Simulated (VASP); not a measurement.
Energy against volume of CdF2 (fluorite). All values below come from r2SCAN+rVV10, VASP's PBE PAW potentials (set 64) (plane waves; VASP). Run with 520 eV cut-off, 7×7×7 Γ-centred mesh, Gaussian smearing of 0.050 eV, potentials Cd F.

```csv
V (Å³/atom),E (eV/atom)
12.194,-10.92692
12.584,-10.94335
12.973,-10.94936
13.362,-10.94645
```

### Question
Fit these four points and predict the energy of the run at 13.751 Å³/atom.

### Answer
A cubic in V^(−2/3), the third-order Birch-Murnaghan form, passes through the four points with V0 = 13.03 Å³/atom and B0 = 120 GPa, and gives -10.9358 eV/atom there. The run gave -10.9363 eV/atom, -0.5 meV/atom from the fit; all five points give B0 = 117 GPa.

The compound is CdF2 in the fluorite structure. It was relaxed first.
